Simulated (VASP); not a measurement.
Shape and ions are relaxed at each volume.

Energy against volume of Dy (hcp). All values below come from PBE GGA with D3 dispersion (Becke-Johnson damping), VASP's PBE PAW potentials (set 64) (plane waves; VASP).

The 4f electrons are frozen in the core of the lanthanide potential, so 4f levels, which can set the real gap, and their magnetism are missing.

```json
[
 {"V (Å³/atom)": "28.558", "E (eV/atom)": "-4.91742"},
 {"V (Å³/atom)": "29.469", "E (eV/atom)": "-4.92816"},
 {"V (Å³/atom)": "30.381", "E (eV/atom)": "-4.93107"},
 {"V (Å³/atom)": "31.292", "E (eV/atom)": "-4.92669"},
 {"V (Å³/atom)": "32.204", "E (eV/atom)": "-4.91604"}
]
```

Question: Fit a third-order Birch-Murnaghan equation of state.

Answer: 
```json
{
  "volume_per_atom": "30.27 Å³/atom",
  "bulk_modulus": "42.1 GPa",
  "pressure_derivative_of_the_bulk_modulus": "2.58"
}
```

Measured: bulk modulus 40.5 GPa (computed value off by +4.1 %), as given by Wikipedia, Dysprosium (infobox). The calculation is for a static lattice, while the measured bulk modulus holds thermal and zero-point effects, which are part of the difference.

The compound is Dy in the hcp structure. It was relaxed first.
